VASP 6.6.1 calculations with PBE and PAW potentials for zincblende CdTe at several fixed volumes, without spin polarisation, spin–orbit coupling or a dispersion correction. The plane-wave cutoff is 520 eV, the k mesh 8 × 8 × 8 and the Gaussian smearing 0.02 eV (0.05 eV at 36.343 Å³/atom). Both gaps are taken from the levels at the mesh points.

```csv
volume (Å³/atom),shortest distance (Å),gap on mesh (eV),direct gap on mesh (eV)
32.922,2.776,0.873,0.873
35.619,2.849,0.633,0.633
36.221,2.865,0.584,0.584
36.233,2.866,0.583,0.583
36.253,2.866,0.581,0.581
36.343,2.869,0.574,0.574
37.072,2.888,0.516,0.516
```

A volume change of one per cent moves the gap of CdTe by about 0.03 eV, which is roughly five per cent of the gap itself. Stretching the bonds by one per cent costs about 0.09 eV. The gap falls at every step of the table, from 0.873 eV in the most compressed crystal to 0.516 eV in the most expanded one. The distance between the bonding and antibonding s levels, discussed below, changes by only about two per cent under the same stretch, so in relative terms the gap is far more sensitive than the level splitting behind it.

No row departs from this trend. The row at 36.343 Å³ per atom is the equilibrium crystal of this functional, with almost no pressure left, and its gap is 0.574 eV. It was computed with a wider smearing than the other rows, 0.05 eV instead of 0.02 eV, which does no visible harm because the gap separates filled from empty levels. The three rows from 36.221 to 36.253 Å³ are nearly the same crystal and confirm the curve without adding much to it. The largest gap belongs to a crystal under 4.4 GPa and shouldn't be quoted as the equilibrium value.

**Why expansion closes the gap**

The gap is direct in every row, and where the individual levels are listed, both edges lie at Γ, the centre of the Brillouin zone. The top of the valence band is a threefold level there, made mainly of Te p orbitals. The bottom of the conduction band is a single level of s type, and a second single s level lies far below the valence edge. These assignments rest on the degeneracies and on the known band structure of such crystals, since no orbital weights were computed.

The two s levels are partners. The s orbitals of Cd and Te combine into a bonding level, mostly Te s, and an antibonding level, mostly Cd s, which is the conduction edge. Their coupling pushes the two apart. The p level takes no part in this: at Γ every cell carries the same phase, and the contributions of the four tetrahedral neighbours to an s–p coupling cancel. When the crystal expands, the s orbitals overlap less, the repulsion weakens, and the conduction edge sinks towards a valence edge that has no part in this coupling and moves less.

The computed levels move in this way. Between 35.619 and 36.343 Å³ the distance between the two s levels shrinks from 11.56 to 11.39 eV. If each partner took half of the change, the conduction edge would come down by 0.08 eV. The gap closes by 0.06 eV. The remaining 0.02 eV is a downward shift of the valence edge against the midpoint of the s levels. Weaker repulsion from the filled Cd d levels below it should act in this direction, and weaker bonding between the p orbitals of Cd and Te against it. The calculation doesn't separate the two.

The high sensitivity follows from the same level scheme. Measured from the lower s level, the conduction edge lies at about 11.6 eV and the valence edge at about 10.9 eV, so the gap is a small remainder of two large distances. In the step just described the s–s distance shrinks by 1.4 per cent, while the gap loses 9.4 per cent. A uniform scaling of all energies would have changed the gap by only about one per cent. What closes it is the unequal response of an s level and a p level.

The conduction level at L, on the zone boundary, offers a comparison within the same crystal. Over the same step it approaches the valence edge by only 0.02 eV, a third of the change at Γ. At L the phases of the four neighbours no longer agree, which halves the s–s coupling between nearest neighbours. Symmetry also allows s and p orbitals to mix there, so the level is no longer a pure s–s antibonding state. To guess how a gap of this kind responds to volume, one should therefore ask first which orbitals form its two edges, and at which point of the zone.

**A simple law and its reach**

Couplings between neighbouring atoms, like kinetic energies, fall roughly as 1/d², where d is the shortest distance. For small changes the gap should then be a straight line in 1/d². Such a line was fitted to the six rows above 35 Å³, with d₀ = 2.869 Å, the equilibrium distance:

gap ≈ 4.391 eV × (d₀/d)² − 3.817 eV

The compressed crystal, with d = 2.776 Å, was not part of the fit. There (2.869/2.776)² = 1.068, the first term becomes 4.690 eV, and the predicted gap is 0.873 eV, as computed. A line in the logarithm of the volume, fitted to the same rows, gives a value 0.01 eV too low. The output below lists both fits.

One compressed row can favour a formula, but it can't prove the mechanism behind it. The two constants have no separate meaning, and the line would give a negative gap at large distances.

The picture of two coupled s levels also has a quantitative weakness. Part of their distance comes from the different energies of the Cd and Te orbitals, which should change little with d. The whole distance should therefore shrink by less than 1/d², which falls by 1.33 per cent in the step considered; it shrinks by 1.41 per cent. The upper p level at Γ even moves away from the valence edge by 0.01 eV, where a plain bonding picture would bring it closer. The model explains the direction of the trend but not its size: the 0.08 eV above was read from the computed levels, not predicted from the coupling. The s levels of the free atoms already lie far apart, so weaker coupling alone is expected to give only part of the change. The conduction state is also spread out through the crystal, and its kinetic energy should fall as the crystal expands.

**What pressure does**

For someone who controls pressure rather than volume, the gap rises by about 0.08 eV per GPa near equilibrium. Between 35.619 and 32.922 Å³ the average is only 0.066 eV per GPa. The electronic response to volume hardly changes and is even slightly stronger there. The crystal, however, becomes stiffer: its mean bulk modulus rises from 35 to 46 GPa, so each further GPa buys less compression. The bend in the gap–pressure curve is thus mainly mechanical. Real CdTe gives up the zincblende structure at a few GPa, a change that these runs, which hold the structure fixed, can't show.

The computed gaps shouldn't be read as those of the real crystal. The measured gap is roughly 1.5 eV, a recalled value, and PBE is known to give gaps that are too small. Spin–orbit coupling, absent here, would raise the valence edge and lower every gap by roughly another 0.3 eV. Because this coupling arises close to the nuclei, it should be nearly the same in all rows and leave the trend almost untouched. How much the functional alters the slope can't be judged from results with PBE alone.

Output of the analysis:

```
fit of gap_on_mesh on 6 rows (vol > 35): constant 0.574 +/- 7.2e-05, coefficient of lnv -2.926 +/- 0.0062; rms 0.000143, worst 36.253 0.0003, leave-one-out rms 0.000209
  rows outside the fit (model, value, miss): 32.922 0.8633, 0.873, -0.00967
fit of gap_on_mesh on 6 rows (vol > 35): constant -3.817 +/- 0.012, coefficient of invd2 4.391 +/- 0.012; rms 0.000185, worst 36.221 -0.000238, leave-one-out rms 0.000365
  rows outside the fit (model, value, miss): 32.922 0.873, 0.873, 2.8e-05
Fall of the gap from smallest to largest volume, eV: 0.357
Gap slope per unit ln V, 32.922 to 35.619, eV: -3.048
Gap slope per unit ln V, 35.619 to 37.072, eV: -2.926
Conduction edge above Te s level at 35.619, eV: 11.56
Conduction edge above Te s level at 36.343, eV: 11.39
Change of this s-s splitting, eV: -0.1632
Change of this s-s splitting, percent: -1.412
Change of 1/d2 between the same rows, percent: -1.333
Change of the gap between the same rows, percent: -9.424
Change of the gap between the same rows, from the levels, eV: -0.0597
Half the change of the s-s splitting, eV: -0.0816
Shift of the s-s midpoint against the valence edge, eV: 0.0219
Change of valence edge above Te s level, eV: -0.1035
Splitting of the Cd d levels at Gamma at 35.619, eV: 0.2282
Change of the Cd d splitting, eV: -0.0134
Change of the conduction level at L above the valence edge, eV: -0.0217
Change of the upper p level at Gamma above the valence edge, eV: 0.0097
Mean bulk modulus, 35.619 to 37.072, GPa: 35.22
Mean bulk modulus, 32.922 to 35.619, GPa: 46.32
Gap rise per GPa, 37.072 to 35.619, eV/GPa: 0.08308
Gap rise per GPa, 35.619 to 32.922, eV/GPa: 0.06581
```
